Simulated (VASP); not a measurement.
PtSe2:

```
CELL_PARAMETERS angstrom
3.72400 0.00000 0.00000
-1.86200 3.22508 0.00000
0.00000 0.00000 5.06200
ATOMIC_POSITIONS crystal
Pt 0.00000 0.00000 0.00000
Se 0.33333 0.66667 0.25000
Se 0.66667 0.33333 0.75000
```

| Item | Value |
| --- | --- |
| Program | VASP 6.6.1 |
| Task | relaxation of cell and atoms |
| Functional | PBE |
| Dispersion | D3(BJ) |
| Potentials or basis | VASP PAW PBE potentials, release 64 (Pt, Se) |
| Cutoff | 520 eV |
| k mesh | 9 × 9 × 6 |
| Occupations | gaussian, width 0.02 eV |
| Spin | no spin polarisation |

At the start: pressure 3.5 GPa; volume 20.27 Å³/atom.

How do energy, volume and symmetry change on relaxing?

Over 15 steps the energy falls by 16.5 meV/atom and the volume is 19.79 Å³/atom (-2.4 %); space group P-3m1 (No. 164, to 0.05 Å).

Step by step:
| step | energy change (eV) | largest force (eV/Å) | pressure (GPa) | volume (Å³) |
| --- | --- | --- | --- | --- |
| 1 | 0.0000 | 0.6174 | 3.45 | 60.80 |
| 2 | 0.0309 | 0.3915 | -5.82 | 64.72 |
| 3 | -0.0238 | 0.1843 | -0.60 | 62.30 |
| 4 | -0.0238 | 0.1923 | -0.52 | 62.27 |
| 5 | -0.0292 | 0.1622 | -0.44 | 61.89 |
| 6 | -0.0412 | 0.0667 | -0.11 | 60.74 |
| 7 | -0.0415 | 0.1576 | 0.98 | 58.46 |
| 8 | -0.0458 | 0.0164 | 0.35 | 59.69 |
| 9 | -0.0468 | 0.1429 | -1.29 | 59.93 |
| 10 | -0.0480 | 0.0909 | -0.60 | 59.83 |
| 11 | -0.0496 | 0.0162 | 0.06 | 59.27 |
| 12 | -0.0496 | 0.0019 | -0.05 | 59.37 |
| 13 | -0.0496 | 0.0036 | -0.06 | 59.38 |
| 14 | -0.0496 | 0.0042 | 0.07 | 59.34 |
| 15 | -0.0496 | 0.0002 | 0.00 | 59.36 |

Final structure:
```yaml
crystal:
  lattice:
    - [3.76935, 0.00000, 0.00000]
    - [-1.88468, 3.26436, 0.00000]
    - [0.00000, 0.00000, 4.82442]
  atoms:
    - { symbol: Pt, position: [0.00000, 0.00000, 0.00000] }
    - { symbol: Se, position: [0.33333, 0.66667, 0.26580] }
    - { symbol: Se, position: [0.66667, 0.33333, 0.73420] }
```

Caveat: pairwise dispersion overbinds metals, which lowers pressure and volume.
